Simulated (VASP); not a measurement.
OSZICAR of a VASP run on BaZrO₃ (cubic perovskite):

### OSZICAR
```
       N       E                     dE             d eps       ncg     rms          rms(c)
DAV:   1     0.327352563494E+03    0.32735E+03   -0.22195E+04   960   0.163E+03
DAV:   2    -0.291751733101E+02   -0.35653E+03   -0.35154E+03  1272   0.392E+02
DAV:   3    -0.488750182611E+02   -0.19700E+02   -0.19682E+02  1552   0.918E+01
DAV:   4    -0.493816679901E+02   -0.50665E+00   -0.50654E+00  1352   0.119E+01
DAV:   5    -0.493926778719E+02   -0.11010E-01   -0.11010E-01  1376   0.128E+00    0.285E+01
DAV:   6    -0.417735015169E+02    0.76192E+01   -0.48882E+01  1272   0.442E+01    0.127E+01
DAV:   7    -0.417429800498E+02    0.30521E-01   -0.36803E+00  1408   0.108E+01    0.733E+00
DAV:   8    -0.417246307022E+02    0.18349E-01   -0.35145E-01  1256   0.480E+00    0.699E-01
DAV:   9    -0.417238273089E+02    0.80339E-03   -0.56751E-02  1344   0.140E+00    0.468E-01
DAV:  10    -0.417257242075E+02   -0.18969E-02   -0.16577E-02  1264   0.114E+00    0.257E-01
DAV:  11    -0.417252923280E+02    0.43188E-03   -0.23864E-03  1272   0.425E-01    0.385E-02
DAV:  12    -0.417253454119E+02   -0.53084E-04   -0.16084E-04  1176   0.986E-02    0.392E-02
DAV:  13    -0.417253460430E+02   -0.63110E-06   -0.29132E-05  1512   0.409E-02    0.530E-03
DAV:  14    -0.417253464754E+02   -0.43239E-06   -0.28308E-06  1240   0.140E-02    0.281E-03
DAV:  15    -0.417253464751E+02    0.24829E-09   -0.48733E-07  1280   0.472E-03
   1 F= -.41725346E+02 E0= -.41725346E+02  d E =0.000000E+00
```

**Question.** Which electronic solver shows in the log?

**Answer.** It is blocked Davidson (ALGO = Normal, or the opening steps of other solvers). The INCAR had ALGO = Normal.

**Question.** Can the final energy be trusted as converged?

**Answer.** Self-consistency was reached. It stopped with EDIFF = 1E-7, NELM = 100 (PBE GGA, plane waves, VASP's PBE PAW potentials (set 64)).

The compound is BaZrO3 in the cubic perovskite structure. It was relaxed first.
